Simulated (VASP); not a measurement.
Method: revPBE GGA, VASP's PBE PAW potentials (set 64) (plane waves; VASP 6.6.1).

The input files of a VASP run:

### KPOINTS
```
Regular mesh
0
Gamma
  5 5 5
```

INCAR:
```
EDIFFG=-0.01
SIGMA=0.05   ! width (eV)
LCHARG=.FALSE.
PREC=Accurate
NSW=60
ENCUT=520   ! plane-wave cut-off (eV)
LMAXMIX=4   ! l cut-off of mixed one-centre charges
ISMEAR=0   ! Gaussian
ISIF=3   ! ions, shape and volume
LREAL=.FALSE.   ! projection in real space or not
GGA=RE   ! revPBE
NELM=100   ! most electronic steps
LWAVE=.FALSE.
ALGO=Normal
SYSTEM=CsI
IBRION=2   ! conjugate gradients
EDIFF=1E-6
LASPH=.TRUE.   ! aspherical one-centre terms
```

POSCAR:
```
CsI
1
    4.8260639680    -0.0000000000     0.0000000000
    0.0000000000     4.8260639680    -0.0000000000
    0.0000000000     0.0000000000     4.8260639680
Cs I
1 1
Direct
  0.0000000000   0.0000000000   0.0000000000
  0.5000000000   0.5000000000   0.5000000000
```

POTCAR, in this order: Cs_sv I (PBE.64 set). Program: vasp_std.

Problem. What does the run give for the energy per atom (σ→0)?

Solution. 
```yaml
energy per atom (σ→0): -2.547 eV/atom
```

### OSZICAR
```
...
DAV:   7    -0.508133083420E+01    0.26704E-01   -0.20213E-01   280   0.213E+00    0.738E-01
DAV:   8    -0.509163186861E+01   -0.10301E-01   -0.20468E-02   260   0.968E-01    0.993E-02
DAV:   9    -0.509272680762E+01   -0.10949E-02   -0.25167E-03   284   0.316E-01    0.847E-02
DAV:  10    -0.509299790692E+01   -0.27110E-03   -0.45099E-04   272   0.175E-01    0.303E-02
DAV:  11    -0.509299840534E+01   -0.49842E-06   -0.44265E-05   292   0.318E-02    0.126E-02
DAV:  12    -0.509300578240E+01   -0.73771E-05   -0.18528E-05   264   0.358E-02    0.124E-03
DAV:  13    -0.509300600212E+01   -0.21972E-06   -0.16446E-07   212   0.311E-03
   1 F= -.50930060E+01 E0= -.50930060E+01  d E =-.509301E+01
```

The compound is CsI in the CsCl type structure. It was relaxed first, which changed the volume by +18 %. The start is the result of an earlier pass.
